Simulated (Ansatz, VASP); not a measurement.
## One calculation of SiPb, two programs

```
Pb Si
1.0
     3.58000    0.00000    0.00000
     0.00000    3.58000    0.00000
     0.00000    0.00000    3.58000
Pb Si
1 1
Direct
  0.00000 0.00000 0.00000
  0.50000 0.50000 0.50000
```

Alike in both runs: functional PBEsol; k mesh 11 × 11 × 11; occupations fermi-dirac, width 0.08 eV; no spin polarisation.

Ansatz relaxed the structure, and its values are those at the end. VASP's run is a single point on that final structure, the one shown.

```csv
,VASP,Ansatz
version,VASP 6.6.1,Ansatz 0.2.0
potentials or method,"VASP PAW PBE potentials, release 64 (Pb_d, Si)","PAW with Ansatz's default frozen-core files, scalar-relativistic"
plane-wave cutoff (eV),520,420
valence electrons in the cell,18,18
```

```tsv
	VASP	Ansatz	Ansatz less VASP
pressure (GPa)	0.0	0.0	+0.04
```

With one functional, cell and mesh, what is left measures potentials, basis and numerics.

Caveats: the PAW data sets were made with another functional, which shifts forces and pressure a little (VASP). Spin-orbit coupling is left out, which matters for the levels of Pb.
